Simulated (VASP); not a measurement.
These are PBE GGA, VASP's PBE PAW potentials (set 64) (plane waves; VASP) values and carry that method's errors.

Input for VASP

**INCAR**
```
SYSTEM = HfC
PREC = Accurate
ENCUT = 520
EDIFF = 1E-6
NELM = 100
ALGO = Normal
LREAL = .FALSE.
LASPH = .TRUE.
ISMEAR = 1
SIGMA = 0.1
GGA = PE
LMAXMIX = 6
LWAVE = .FALSE.
LCHARG = .FALSE.
ISIF = 2
```

File KPOINTS:
```
kpoints
0
G
  10 10 10
```

### POSCAR
```
HfC
1
    0.0000000000     2.3664000000     2.3664000000
    2.3664000000     0.0000000000     2.3664000000
    2.3664000000     2.3664000000     0.0000000000
Hf C
1 1
Direct
  0.0000000000   0.0000000000   0.0000000000
  0.5000000000   0.5000000000   0.5000000000
```

POTCAR, in this order: Hf_pv C (PBE.64 set). Program: vasp_std.

Output

### OSZICAR
```
       N       E                     dE             d eps       ncg     rms          rms(c)
DAV:   1     0.241956752453E+02    0.24196E+02   -0.78668E+03  1034   0.122E+03
DAV:   2    -0.222924513969E+02   -0.46488E+02   -0.44004E+02  1361   0.213E+02
DAV:   3    -0.242160176685E+02   -0.19236E+01   -0.18943E+01  1352   0.331E+01
DAV:   4    -0.242344402646E+02   -0.18423E-01   -0.18402E-01  1244   0.349E+00
DAV:   5    -0.242347061178E+02   -0.26585E-03   -0.26583E-03  1426   0.331E-01    0.519E+01
DAV:   6    -0.210938629115E+02    0.31408E+01   -0.21454E+01  1178   0.232E+01    0.381E+01
DAV:   7    -0.210052890139E+02    0.88574E-01   -0.74677E-01  1232   0.636E+00    0.243E+01
DAV:   8    -0.209977321255E+02    0.75569E-02   -0.89828E-02  1163   0.285E+00    0.646E+00
DAV:   9    -0.209892638525E+02    0.84683E-02   -0.40644E-02  1167   0.122E+00    0.179E+00
DAV:  10    -0.209889465112E+02    0.31734E-03   -0.14134E-03  1284   0.298E-01    0.456E-01
DAV:  11    -0.209889509755E+02   -0.44643E-05   -0.20604E-04  1206   0.109E-01    0.604E-02
DAV:  12    -0.209889473386E+02    0.36368E-05   -0.14507E-05  1274   0.284E-02    0.778E-02
DAV:  13    -0.209889463910E+02    0.94759E-06   -0.66416E-07   658   0.895E-03
   1 F= -.20988946E+02 E0= -.20988948E+02  d E =0.371305E-05
```

### OUTCAR
```
------------------------ aborting loop because EDIFF is reached ----------------------------------------
  FORCE on cell =-STRESS in cart. coord.  units (eV):
  Direction    XX          YY          ZZ          XY          YZ          ZX
  --------------------------------------------------------------------------------------
  Total       -1.9460550     -1.9460550     -1.9460550     -0.0000000      0.0000000      0.0000000
  in kB     -117.6443905   -117.6443905   -117.6443905     -0.0000000      0.0000000      0.0000000
  external PRESSURE =    -117.6443905 kB  Pullay stress =       0.0000000 kB
  volume of cell :       26.50
      direct lattice vectors                 reciprocal lattice vectors
     0.000000000  2.366400000  2.366400000    -0.211291413  0.211291413  0.211291413
     2.366400000  0.000000000  2.366400000     0.211291413 -0.211291413  0.211291413
     2.366400000  2.366400000  0.000000000     0.211291413  0.211291413 -0.211291413
 POSITION                                       TOTAL-FORCE (eV/Angst)
 -----------------------------------------------------------------------------------
      0.00000      0.00000      0.00000        -0.000000     -0.000000     -0.000000
      2.36640      2.36640      2.36640         0.000000      0.000000      0.000000
 -----------------------------------------------------------------------------------
    total drift:                                0.000000      0.000000      0.000000
  FREE ENERGIE OF THE ION-ELECTRON SYSTEM (eV)
  ---------------------------------------------------
  free  energy   TOTEN  =       -20.9889463910 eV

  energy  without entropy=      -20.9889501041  energy(sigma->0) =      -20.98894763
```
(Selected blocks of OUTCAR.)

The compound is HfC in the rock salt structure. The cell was not relaxed at this level.
